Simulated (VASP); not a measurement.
OSZICAR of a VASP run on C (diamond):

### OSZICAR
```
       N       E                     dE             d eps       ncg     rms          rms(c)
DAV:   1     0.145967742998E+01    0.14597E+01   -0.49985E+03  1368   0.985E+02
DAV:   2    -0.185700263708E+02   -0.20030E+02   -0.19396E+02  2192   0.115E+02
DAV:   3    -0.186978443486E+02   -0.12782E+00   -0.12782E+00  1416   0.123E+01
DAV:   4    -0.186980314476E+02   -0.18710E-03   -0.18710E-03  1960   0.502E-01
DAV:   5    -0.186980315067E+02   -0.59129E-07   -0.59130E-07  1400   0.586E-03    0.519E+00
DAV:   6    -0.182907171912E+02    0.40731E+00   -0.31386E-01  1408   0.442E+00    0.312E+00
DAV:   7    -0.181535430640E+02    0.13717E+00   -0.35107E-01  1640   0.478E+00    0.685E-01
DAV:   8    -0.181547553092E+02   -0.12122E-02   -0.18141E-03  1448   0.483E-01    0.446E-02
DAV:   9    -0.181547788406E+02   -0.23531E-04   -0.12838E-04  1968   0.100E-01    0.270E-02
DAV:  10    -0.181547921881E+02   -0.13348E-04   -0.15069E-05  1352   0.445E-02    0.556E-03
DAV:  11    -0.181547920555E+02    0.13259E-06   -0.42663E-08  1904   0.217E-03    0.145E-03
DAV:  12    -0.181547920566E+02   -0.10550E-08   -0.12922E-08   672   0.140E-03
   1 F= -.18518287E+02 E0= -.18518287E+02  d E =-.150929E-14
```

### Question
Which electronic solver shows in the log?

### Answer
It is blocked Davidson (ALGO = Normal, or the opening steps of other solvers). The INCAR had ALGO = Normal.

### Question
Can the final energy be trusted as converged?

### Answer
The calculation finished and met its thresholds. It stopped with EDIFF = 1E-7, NELM = 100 (PBE GGA with D3 dispersion (Becke-Johnson damping), plane waves, VASP's PBE PAW potentials (set 64)).

The compound is C in the diamond structure. This cell is one point of a volume scan, at 1.06 of the reference volume.
